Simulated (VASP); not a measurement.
Given:

```
WSi2
1.0
   -1.58486     1.58486     3.84642
    1.58486    -1.58486     3.84642
    1.58486     1.58486    -3.84642
Si W
2 1
Direct
  0.33499   0.33499   0.00000
  0.66501   0.66501   0.00000
  0.00000   0.00000   0.00000
```

These are PBE GGA, VASP's PBE PAW potentials (set 64) (plane waves; VASP 6.6.1) values and carry that method's errors. Numerical set-up: 300 eV cut-off, 10×10×10 Γ-centred mesh, Fermi-Dirac smearing of 0.10 eV, potentials Si W_sv.

At this cut-off the stress carries a Pulay error, which pulls relaxed volumes low. Unless said otherwise, spin-orbit coupling is left out, though it shifts the bands of the heavy elements here.

Q: Predict the energy per atom (σ→0), pressure, largest force, band gap (on the k-mesh) with the smallest direct gap where there is one.

A: 
```
Item                                                         Value
------------------------  ----------------------------------------
band gap (on the k-mesh)  none (metal, semimetal or under 0.01 eV)
energy per atom (σ→0)                               -8.227 eV/atom
pressure                                                147.7 kbar
largest force                                           0.246 eV/Å
```

Only differences to runs with the same potentials and settings are physical.

The structure comes from a computed database's Si2W entry; how it stands against other phases isn't given here. The cell was not relaxed at this level.
